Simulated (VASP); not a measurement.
A VASP calculation is set up with these files.

### POSCAR
```
KBr
1
    0.0000000000     3.2206987995     3.2206987995
    3.2206987995     0.0000000000     3.2206987995
    3.2206987995     3.2206987995     0.0000000000
K Br
1 1
Direct
  0.0000000000   0.0000000000   0.0000000000
  0.5000000000   0.5000000000   0.5000000000
```

### INCAR
```
AGGAC = 0.0
ALGO = Normal
EDIFF = 1E-7
ENCUT = 520
GGA = MK
ISIF = 2
ISMEAR = 0
LASPH = T
LCHARG = F
LMAXMIX = 4
LREAL = F
LUSE_VDW = T
LWAVE = F
NELM = 100
PARAM1 = 0.1234568
PARAM2 = 0.7114
PREC = Accurate
SIGMA = 0.05
SYSTEM = KBr
ZAB_VDW = -1.8867
```

KPOINTS:
```
Automatic
0
Gamma
7 7 7
```

POTCAR, in this order: K_sv Br (PBE.64 set). Program: vasp_std.

Translate this rev-vdW-DF2 calculation to Quantum ESPRESSO's pw.x.

One equivalent input (not run):
```
&CONTROL
  calculation = 'scf'
  pseudo_dir = './pseudo'
  outdir = './out'
  tprnfor = .true.
  tstress = .true.
/
&SYSTEM
  ibrav = 0
  nat = 2
  ntyp = 2
  ecutwfc = 74
  occupations = 'smearing'
  smearing = 'gaussian'
  degauss = 0.003675
  input_dft = 'vdw-df2-b86r'
/
&ELECTRONS
  conv_thr = 7.3e-09
  electron_maxstep = 100
/
ATOMIC_SPECIES
  K 39.098 K.upf
  Br 79.904 Br.upf
CELL_PARAMETERS angstrom
     0.0000000    3.2206988    3.2206988
     3.2206988    0.0000000    3.2206988
     3.2206988    3.2206988    0.0000000
ATOMIC_POSITIONS crystal
  K    0.0000000  0.0000000  0.0000000
  Br   0.5000000  0.5000000  0.5000000
K_POINTS automatic
  7 7 7 0 0 0
```
Limits of the translation: the potentials are each code's own (VASP's PAW set, PseudoDojo norm-conserving files in pw.x), so ENCUT and ecutwfc are chosen apart and not converted; conv_thr bounds pw.x's estimated SCF error, while EDIFF bounds the energy change between steps.

The compound is KBr in the rock salt structure. This cell is one point of a volume scan, at 0.94 of the reference volume.
